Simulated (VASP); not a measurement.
The system is SnO.

```
Sn O
1.0
     3.80200    0.00000    0.00000
     0.00000    3.80200    0.00000
     0.00000    0.00000    4.83600
Sn O
2 2
Direct
  0.00000 0.50000 0.23850
  0.50000 0.00000 0.76150
  0.00000 0.00000 0.00000
  0.50000 0.50000 0.00000
```

Base run:

- Program: VASP 6.6.1
- Functional: PBEsol
- Potentials or basis: VASP PAW PBE potentials, release 64 (Sn_d, O)
- Cutoff: 520 eV
- k mesh: 8 × 8 × 6
- Occupations: gaussian, width 0.02 eV
- Spin: no spin polarisation

Its results: pressure 0.2 GPa; largest force 0.148 eV/Å.

Task: The run is repeated on the same cell with these changes: functional from PBEsol to PBE. What comes out?

Result: Pressure 4.4 GPa; largest force 0.432 eV/Å.

PBE binds less tightly than PBEsol, so the same cell stands under more pressure.

Caveats: the PAW data sets were made with another functional, which shifts forces and pressure a little (some runs).

Not every run made on this cell is shown here.
